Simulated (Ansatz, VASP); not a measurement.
# Cross-check of GaAs between VASP and Ansatz

One calculation is typed for both programs; each brings its own data sets. How far apart do they land? The cell is taken from a series of runs on this material, whose earlier steps may have relaxed, scaled, displaced or heated it; both programs get it as it stands.

Calculated with Ansatz 0.2.0; plane waves, with VASP 6.6.1 beside it; zone-centre phonons at LDA.

### 1. The structure

The structure is cubic, space group F-43m (No. 216). The conventional cell has a = 5.677 Å, b = 5.677 Å, c = 5.677 Å, α = 90.00°, β = 90.00°, γ = 90.00°. Nearest to Ga lie 4 As at 2.46 Å. Nearest to As lie 4 Ga at 2.46 Å. Farther neighbours are not listed.

Coordinates:

```cif
data_structure
_symmetry_space_group_name_H-M 'F-43m'
_symmetry_Int_Tables_number 216
_cell_length_a 5.6769
_cell_length_b 5.6769
_cell_length_c 5.6769
_cell_angle_alpha 90.000
_cell_angle_beta 90.000
_cell_angle_gamma 90.000
_cell_volume 182.95
loop_
_atom_site_label
_atom_site_type_symbol
_atom_site_symmetry_multiplicity
_atom_site_Wyckoff_symbol
_atom_site_fract_x
_atom_site_fract_y
_atom_site_fract_z
_atom_site_occupancy
Ga1 Ga 4 a 0.00000 0.00000 0.00000 1
As1 As 4 c 0.25000 0.25000 0.25000 1
```

### 2. Ansatz: zone-centre phonons, LDA

Ansatz runs on its PAW soft_1 files.

Second derivatives magnify differences that forces hide, and they need a tight electronic threshold.

Input file input.yaml:

```yaml
crystal:
  lattice:
    - [0.0, 2.8384298852, 2.8384298852]
    - [2.8384298852, 0.0, 2.8384298852]
    - [2.8384298852, 2.8384298852, 0.0]
  atoms:
    - { symbol: Ga, position: [0.0, 0.0, 0.0] }
    - { symbol: As, position: [0.75, 0.75, 0.75] }
kpoints:
  mp_grid: { grid: [12, 12, 12] }
hamiltonian:
  xc: lda
  pseudopotentials: { kind: paw, azcp: { folder: soft_1 }, xc_functional: pbe }
scf:
  occupations: { method: gaussian, width: 0.02 }
output:
  eigenvalues: true
phonons:
  method: dfpt
  dielectric: true
  rigid_motions: translations
```

Command:

```bash
ansatz run input.yaml --threads 4 --pin off --max-ram 10240MiB --backend cpu --events-out ev --progress --plain --runs-dir out
```

Numbers of over 12 decimals in the logs are rounded to 6 here.

The log of the run:

```text
Engine: ansatz 0.2.0, aarch64-unknown-linux-gnu
Pseudopotentials: kind: paw
Pseudopotential: Ga, paw, valence charge 13, recommended cutoff 420 eV (normal), soft_1/Ga.paw.azcp
Pseudopotential: As, paw, valence charge 15, recommended cutoff 420 eV (normal), soft_1/As.paw.azcp
Functional definition: SPW92
  exchange = slater_x
  correlation = pw_c
Crystal: 2 atoms, lattice volume = 45.737 Å³
Basis set: ecut = 420 eV, 893 PW (Γ), exchange–correlation on 54×54×54 points (8 copies of the dense FFT grid, shifted against one another)
Bands: 18, of which v1, the nominal top of the filled ones, is band 14 counted from 1 (13 counted from 0)
Symmetry: 24 space group operations
k-points: 280 of 1728 (irreducible under 4 space group operations, time reversal used)
Non-local potential: Ga, projectors of the file, l = 0: 2, l = 1: 2, l = 2: 3, l = 3: 1
Non-local potential: As, projectors of the file, l = 0: 2, l = 1: 2, l = 2: 3, l = 3: 1
PAW form: soft (Blöchl's): semilocal exchange-correlation on the pseudo side does not see the compensation charge
PAW frozen core: Ga, regenerated for the run's functional, and the local potential with it (the file was generated under x = pbe(κ = 0.804, μ = 0.219515), c = pbe(β = 0.066725))
PAW frozen core: As, regenerated for the run's functional, and the local potential with it (the file was generated under x = pbe(κ = 0.804, μ = 0.219515), c = pbe(β = 0.066725))
PAW one-centre angular grid: Ga, 590 points (default); XC on 64 Gauss nodes
PAW one-centre angular grid: As, 590 points (default); XC on 64 Gauss nodes
Initial density: superposition of atomic densities (chi_scale 0.1, normalization cell, long waves kept (reshape's long-wave potential 0.00 eV rms))
Initial wavefunctions: pseudopotential atomic-orbital guess
Functional: x = slater, c = lda
SCF iter   1: F=—  HF=-8481.440314 eV  |F-HF|=—  |Δ(HF+E_count)|=         —  Δρ=4.11e-2  dr2=4.78e-1  ethr=3.10e-3  ⟨swp⟩=6.0  Hψ=24242  notcnv=0
preconditioner: auto → none  [insulator: Δε(μ)=0.267 eV  Ē_g=15.696 eV  σ=0.020 eV  W_gap=1.00  n_scr=14 (ndim 8)  ℏωp=23.3 eV  f_vac=0.001  D(μ)=0.00/eV (n_scr^D=0)  ε∞_Penn≈3.2]
SCF iter   2: F=—  HF=-8481.316485 eV  |F-HF|=—  |Δ(HF+E_count)|=   1.24e-1  Δρ=1.69e-2  dr2=7.58e-2  ethr=1.71e-3  ⟨swp⟩=2.0  Hψ=8400  notcnv=0
SCF iter   3: F=—  HF=-8481.298346 eV  |F-HF|=—  |Δ(HF+E_count)|=   1.81e-2  Δρ=5.72e-3  dr2=7.99e-3  ethr=2.71e-4  ⟨swp⟩=2.0  Hψ=8693  notcnv=0
SCF iter   4: F=—  HF=-8481.291947 eV  |F-HF|=—  |Δ(HF+E_count)|=   6.40e-3  Δρ=1.03e-3  dr2=1.69e-4  ethr=2.86e-5  ⟨swp⟩=2.4  Hψ=8869  notcnv=0
SCF iter   5: F=—  HF=-8481.291957 eV  |F-HF|=—  |Δ(HF+E_count)|=   9.67e-6  Δρ=2.02e-4  dr2=1.99e-5  ethr=6.05e-7  ⟨swp⟩=2.0  Hψ=8960  notcnv=0
SCF iter   6: F=—  HF=-8481.291949 eV  |F-HF|=—  |Δ(HF+E_count)|=   7.81e-6  Δρ=6.19e-5  dr2=1.05e-6  ethr=7.09e-8  ⟨swp⟩=2.0  Hψ=8960  notcnv=0
SCF iter   7: F=—  HF=-8481.291949 eV  |F-HF|=—  |Δ(HF+E_count)|=   4.76e-7  Δρ=1.49e-5  dr2=3.99e-8  ethr=3.75e-9  ⟨swp⟩=2.0  Hψ=8960  notcnv=0
SCF iter   8: F=—  HF=-8481.291949 eV  |F-HF|=—  |Δ(HF+E_count)|=   1.65e-8  Δρ=3.57e-6  dr2=2.66e-9  ethr=1.42e-10  ⟨swp⟩=2.0  Hψ=8806  notcnv=0
SCF iter   9: F=-8481.291949 eV  HF=-8481.291949 eV  |F-HF|=1.27e-11  |Δ(HF+E_count)|=   2.52e-9  Δρ=2.86e-7  dr2=1.70e-11  ethr=1.00e-12  ⟨swp⟩=4.4  Hψ=27999  notcnv=0
SCF 1 converged in 9 iterations: F = -8481.291949 eV  dr2 = 1.70e-11
  greatest PAW one-centre occupation: 0.999 electrons in one spin orbital (limit 2), on the As atom at site 1 (counted from 0), in its partial waves of l = 2
NSCF: frozen V_eff on 11 k-points
DFPT response loops at Γ: preconditioner auto → none (the input reference at scf.mixing.eps_inf says where Resta's filter doesn't serve); β = 0.50; Broyden in place of MSR1
── the response to a field inside a basis, on 14×14×14 k-points: an SCF that follows is theirs, and a resumed run solves both again ──
Bands: 15, of which v1, the nominal top of the filled ones, is band 14 counted from 1 (13 counted from 0)
k-points: 280
Initial density: handed on by an earlier stage of this run
Initial wavefunctions: pseudopotential atomic-orbital guess (no wavefunctions were taken with the density)
Eigensolver: Dense (280 Hₖ)
SCF iter   1: F=—  HF=-8481.291202 eV  |F-HF|=—  |Δ(HF+E_count)|=         —  Δρ=1.09e-4  dr2=2.85e-6  ethr=1.00e-1
preconditioner: auto → none  [insulator: Δε(μ)=0.210 eV  Ē_g=12.947 eV  σ=0.020 eV  W_gap=1.00  n_scr=14 (ndim 8)  ℏωp=23.3 eV  f_vac=0.074  D(μ)=0.00/eV (n_scr^D=0)  ε∞_Penn≈4.2]
SCF iter   2: F=—  HF=-8481.291201 eV  |F-HF|=—  |Δ(HF+E_count)|=   1.17e-6  Δρ=7.52e-5  dr2=1.21e-6  ethr=1.02e-8
SCF iter   3: F=—  HF=-8481.291201 eV  |F-HF|=—  |Δ(HF+E_count)|=   3.59e-8  Δρ=1.16e-5  dr2=5.11e-8  ethr=4.33e-9
SCF iter   4: F=-8481.291201 eV  HF=-8481.291201 eV  |F-HF|=5.29e-9  |Δ(HF+E_count)|=   1.02e-7  Δρ=3.28e-6  dr2=3.85e-9  ethr=1.82e-10
SCF 1 converged in 4 iterations: F = -8481.291201 eV  dr2 = 3.85e-9
DFPT response loops at Γ: mixed as the last ones told, above
WARN: field response: ε∞ stands inside a basis, on 14×14×14 points; the force constants stand on the 12×12×12 k-mesh, whose period is 8.55 times the interband length at k = (0.0000, 0.0000, 0.0000), direct gap 0.197 eV, under 14: take them and everything formed from them as unconverged, and compare with a denser kpoints.mp_grid
SCF converged after 9 iterations
Free energy (F): -8481.291949 eV
Harris-Foulkes:  -8481.291949 eV  (|F-HF|=1.27e-11)
Internal energy: -8481.291949 eV  (E = F + TS)
E sigma→0 (E₀):  -8481.291949 eV
Fermi energy:    7.548121 eV
--- Per-component energies (eV) ---
  E_band       = -335.023133
  E_kinetic    = 210.230623
  E_local      = -3685.257677  (includes V_loc(G=0)·N_el)
  E_nonlocal   = -481.299461
  E_hartree    = 2139.617463
  E_xc         = -133.310407
  E_vxc        = -130.441538  (∫ρ·V_xc dr)
  E_paw        = -3847.358067  (= ΣΔE_a)
  E_vpaw       = -527.489507  (= ΣTr[D̂ρ^β])
  E_aug_tail   = -0.000292  (compensation charges beyond the density's cutoff)
  E_ewald      = -2687.717841
  E_core_change = 3.803710  (= ΣΔE_core)
  E_smearing   = -0.000000  (= −TS)
  E_closure    = 0.000000  (closes the sum)
  Σ components = -8481.291949   (vs F -8481.291949, Δ=0.00e0)
--- Band table (eV; the first three rows and the last of 280) ---
  k-point 0: bands = [... 10 lower, -5.2465, 7.4483, 7.4483, 7.4483, 7.6457, 11.1337, 11.1337, 11.1337]
  k-point 1: bands = [... 10 lower, -5.1664, 6.1405, 7.3365, 7.3365, 8.5933, 11.2612, 11.2998, 11.2998]
  k-point 2: bands = [... 10 lower, -4.9331, 4.6699, 7.0733, 7.0733, 8.8864, 11.6724, 11.6724, 11.9850]
  k-point 279: bands = [... 10 lower, -2.7566, 0.8164, 3.9512, 4.1412, 11.9266, 12.0783, 12.7103, 13.4000]
--- Phonons (Γ-DFPT): 2 representative perturbations + reference, on 280 of 1728 k-points (Σ response iterations 6) ---
  k mesh reduced under 4 symmetry operations, with k and −k counted as one. Each operation leaves every solved perturbation unchanged. A smaller set is not considered because the run solves the response to a homogeneous field
  ASR residual: 2.995e-4 → 0.000e0 eV/Å²; symmetrization residual: 3.194e-6 eV/Å²
  ASR residual per site (eV/Å²): 2.99e-4 7.56e-5
  Γ frequencies (cm⁻¹): 0.00 0.00 0.00 256.09 256.09 256.09
  ε∞ (high-frequency dielectric tensor):
       15.710217    -0.000000    -0.000000
       -0.000000    15.710217     0.000000
       -0.000000     0.000000    15.710217
  ε⁰ (static dielectric tensor: ions relaxed, cell fixed):
       17.786062    -0.000000    -0.000000
       -0.000000    17.786062     0.000000
       -0.000000     0.000000    17.786062
  ε⁰ − ε∞ (ionic part):
        2.075845     0.000000     0.000000
        0.000000     2.075845     0.000000
        0.000000     0.000000     2.075845
  softest optical mode at Γ: 256.09 cm⁻¹; the repairs (sum rule, projections) moved no ω² at Γ by more than (1.11 cm⁻¹)²
  Born effective charges Z* (e; rows j = field, columns β = displacement):
    site 0:
         2.13776   -0.00000    0.00000
         0.00000    2.13776    0.00000
         0.00000    0.00000    2.13776
    site 1:
        -2.13776    0.00000   -0.00000
        -0.00000   -2.13776   -0.00000
        -0.00000   -0.00000   -2.13776
  Z* charge neutrality: 2.303e-4 e pre-enforcement
  solved inside a basis spanned on kpoints, on 14×14×14 k-points transformed towards the longest dipole: ε∞ is read to err by 4.5e-2, Z* by 1.6e-2 e (field_mesh: kpoints solves on kpoints); Z* is corrected for what the basis lacks
  optical modes at Γ without the LO–TO term, one row a degenerate level:
      ω (cm⁻¹)  modes    IR ((D/Å)²/amu)
        256.09      3             8.7583
  optical modes at Γ + LO–TO along q̂ = [1.0000, 0.0000, 0.0000]:
      ω (cm⁻¹)  modes    IR ((D/Å)²/amu)
        256.09      2             5.8389
        272.49      1             2.9194
  optical modes at Γ + LO–TO along q̂ = [0.0000, 1.0000, 0.0000]:
      ω (cm⁻¹)  modes    IR ((D/Å)²/amu)
        256.09      2             5.8389
        272.49      1             2.9194
  optical modes at Γ + LO–TO along q̂ = [0.0000, 0.0000, 1.0000]:
      ω (cm⁻¹)  modes    IR ((D/Å)²/amu)
        256.09      2             5.8389
        272.49      1             2.9194
```

Reading the cycles: dr2 is the Hartree energy of the density residual (eV), the measure of convergence; HF is the Harris–Foulkes estimate of the energy, which meets the free energy F at convergence.

(Part 1 of 3 ends here.)

[Lines on the potential files, build, host, timing and source positions are cut from VASP's logs without a mark.]

[Logs are printed without paths, hosts, clocks, repeated set-up lines and the standing remarks that a program may print on its own settings, such as how far it seeks lower states.]

[Hosts, paths, dates, database ids (printed as entryN), source tags and the programs' standing remarks are cut or masked in the printed files.]
